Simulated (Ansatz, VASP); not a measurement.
# One calculation of TeAu4, two programs

```
Te Au
1.0
     5.10310    0.00000    0.00000
     0.00000    5.10310    0.00000
     0.00000    0.00000    5.10310
Te Au
1 4
Cartesian
  0.0000 0.0000 0.0000
  2.5515 2.5515 2.5515
  0.0000 2.5515 2.5515
  2.5515 0.0000 2.5515
  2.5515 2.5515 0.0000
```

Change from the starting cell: species swapped into the Mn4N type (Pm-3m, No. 221).

Alike in both runs: task relaxation of cell and atoms; functional PBE; k mesh 8 × 8 × 8; occupations gaussian, width 0.1 eV; no spin polarisation.

```csv
,VASP,Ansatz
version,VASP 6.6.1,Ansatz 0.2.0
potentials or method,"VASP PAW PBE potentials, release 64 (Te, Au)","scalar-relativistic, plane waves, PAW"
plane-wave cutoff (eV),600,420
valence electrons in the cell,50,92
```

Ansatz gave:

```
gap on the k mesh at the Fermi level, each at its own relaxed structure (eV) : none
relaxed volume (Å³/atom)                                                     : 26.65
relaxed cell length with the largest relative difference (Å)                 : 5.108
```

Task: Which values does VASP return?

Result: gap on the k mesh at the Fermi level, each at its own relaxed structure (eV): none; relaxed volume (Å³/atom): 26.63; relaxed cell length with the largest relative difference (Å): 5.107.

A gap of «none» marks a metal or a gap that the smearing closes. The two sets of potentials don't hold the same shells in valence.

Spin-orbit coupling is left out, which matters for the levels of Au, Te.
